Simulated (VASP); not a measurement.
The system is Be3ZnTe4.

```
Be Zn Te
1.0
     4.53240    0.00000    0.00000
     0.00000    4.53240    0.00000
     0.00000    0.00000    9.32609
Be Zn Te
3 1 4
Direct
  0.00000 0.50000 0.00000
  0.50000 0.00000 0.00000
  0.50000 0.50000 0.50000
  0.00000 0.00000 0.50000
  0.00000 0.50000 0.20562
  0.50000 0.00000 0.20562
  0.00000 0.50000 0.79438
  0.50000 0.00000 0.79438
```

The cell was built by a generator and needn't be a form met in nature.

| Quantity | Value |
| --- | --- |
| Program | VASP 6.6.1 |
| Task | relaxation of cell and atoms |
| Functional | PBE |
| Potentials or basis | VASP PAW PBE potentials, release 64 (Be, Zn, Te) |
| Cutoff | 520 eV |
| k mesh | 3 × 3 × 2 |
| Occupations | gaussian, width 0.15 eV |
| Spin | no spin polarisation |

At the start: pressure 17.3 GPa; volume 23.95 Å³/atom.

Q: Where does the relaxation end?

A: Over 7 steps the energy falls by 475.0 meV/atom and the volume is 27.08 Å³/atom (+13.1 %); space group P4/mmm (No. 123, to 0.05 Å).

Step by step:
| step | energy change (eV) | largest force (eV/Å) | pressure (GPa) | volume (Å³) |
| --- | --- | --- | --- | --- |
| 1 | 0.0000 | 6.1435 | 17.35 | 191.58 |
| 2 | -0.6416 | 1.1049 | -6.53 | 267.70 |
| 3 | -3.7396 | 0.3923 | -1.19 | 221.86 |
| 4 | -3.7774 | 0.2422 | -1.08 | 219.88 |
| 5 | -3.7881 | 0.2461 | 0.43 | 214.82 |
| 6 | -3.8004 | 0.0012 | -0.43 | 217.12 |
| 7 | -3.8004 | 0.0524 | -0.07 | 216.60 |

Final structure:
```
Be Zn Te
1.0
     4.58415    0.00000    0.00000
     0.00000    4.58415    0.00000
     0.00000    0.00000   10.30719
Be Zn Te
3 1 4
Direct
  0.00000 0.50000 0.00000
  0.50000 0.00000 0.00000
  0.50000 0.50000 0.50000
  0.00000 0.00000 0.50000
  0.00000 0.50000 0.22113
  0.50000 0.00000 0.22113
  0.00000 0.50000 0.77887
  0.50000 0.00000 0.77887
```

Caveat: the k mesh is coarse (spacing up to 0.46 Å⁻¹), so the values aren't converged.
